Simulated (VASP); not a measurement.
An input for Quantum ESPRESSO's pw.x (written as the equivalent of a VASP run, and not itself run):

```
&CONTROL
  calculation = 'vc-relax'
  pseudo_dir = './pseudo'
  outdir = './out'
  tprnfor = .true.
  tstress = .true.
  nstep = 30
  forc_conv_thr = 0.00039
/
&SYSTEM
  ibrav = 0
  nat = 4
  ntyp = 2
  ecutwfc = 84
  occupations = 'smearing'
  smearing = 'gaussian'
  degauss = 0.003675
  input_dft = 'pbesol'
/
&ELECTRONS
  conv_thr = 7.3e-09
  electron_maxstep = 100
/
&IONS
/
&CELL
  cell_dofree = 'shape'
/
ATOMIC_SPECIES
  Zn 65.380 Zn.upf
  O 15.999 O.upf
CELL_PARAMETERS angstrom
     1.6188450   -2.8039222    0.0000000
     1.6188450    2.8039222    0.0000000
     0.0000000    0.0000000    5.2249308
ATOMIC_POSITIONS crystal
  Zn   0.6666670  0.3333330  0.5014312
  Zn   0.3333330  0.6666670  0.0014312
  O    0.6666670  0.3333330  0.8805688
  O    0.3333330  0.6666670  0.3805688
K_POINTS automatic
  9 9 5 0 0 0
```

Q: Translate this input to VASP (INCAR, KPOINTS, POSCAR, choice of POTCAR).

A: One answer among several that fit: 
File POSCAR:
```
ZnO
1.0
  1.6188449737  -2.8039221768   0.0000000000
  1.6188449737   2.8039221768   0.0000000000
  0.0000000000   0.0000000000   5.2249307679
Zn O
2 2
Cartesian
  1.6188449737  -0.9346425949   2.6199430541
  1.6188449737   0.9346425949   0.0074776701
  1.6188449737  -0.9346425949   4.6009112672
  1.6188449737   0.9346425949   1.9884458832
```

### INCAR
```
# general
SYSTEM   =  ZnO
PREC     =  Accurate
ENCUT    =  520
LREAL    =  F
LASPH    =  T

# electronic loop
EDIFF    =  1E-7
NELM     =  100
ALGO     =  Normal
LMAXMIX  =  4

# smearing
ISMEAR   =  0
SIGMA    =  0.05

# functional
GGA      =  PS

# ions
IBRION   =  2
NSW      =  30
ISIF     =  4
EDIFFG   =  -0.01

# output
LWAVE    =  F
LCHARG   =  F
```

File KPOINTS:
```
Automatic mesh
0
Gamma
9 9 5
0 0 0
```

POTCAR, in this order: Zn O (PBE.64 set). Program: vasp_std.

The two are equivalent in intent, not identical: the potentials are each code's own (VASP's PAW set, PseudoDojo norm-conserving files in pw.x), so ENCUT and ecutwfc are chosen apart and not converted; conv_thr bounds pw.x's estimated SCF error, while EDIFF bounds the energy change between steps; forc_conv_thr acts on force components and is met together with etot_conv_thr.

The compound is ZnO in the wurtzite structure. It was relaxed first.
